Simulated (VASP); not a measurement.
All values below come from PBE GGA, VASP's PBE PAW potentials (set 64) (plane waves; VASP 6.6.1).

VASP input:

### INCAR
```
SYSTEM = ZnSe
PSTRESS = 300   ! kbar
SIGMA = 0.05
LMAXMIX = 4   ! l cut-off of mixed one-centre charges
ISMEAR = 0   ! Gaussian
PREC = Accurate
IBRION = 2   ! conjugate gradients
LREAL = .FALSE.   ! projection in real space or not
LWAVE = .FALSE.
ENCUT = 500
LCHARG = .FALSE.
EDIFF = 1E-6   ! SCF stop (eV)
LASPH = .TRUE.   ! aspherical one-centre terms
NSW = 40
ALGO = Normal
ISIF = 3
GGA = PE
NELM = 100
EDIFFG = -0.02   ! ionic stop
```

File POSCAR:
```
ZnSe
1
    0.0000000000     2.6139269752     2.6139269752
    2.6139269752    -0.0000000000     2.6139269752
    2.6139269752     2.6139269752     0.0000000000
Zn Se
1 1
Direct
  0.0000000000   0.0000000000   0.0000000000
  0.2500000000   0.2500000000   0.2500000000
```

**KPOINTS**
```
Automatic mesh
0
gamma
  9 9 9
```

POTCAR, in this order: Zn Se (PBE.64 set). Program: vasp_std.

What will the output report for the number of irreducible k-points (NKPTS), largest plane-wave count, number of space-group operations, FFT grid (NGX, NGY, NGZ)?

The number of irreducible k-points (NKPTS) is 35, the largest plane-wave count is 918 and the number of space-group operations comes out as 24. The FFT grid (NGX, NGY, NGZ) is 28 × 28 × 28.

The compound is ZnSe in the zinc blende structure. It was relaxed first under an external pressure of 30 GPa.
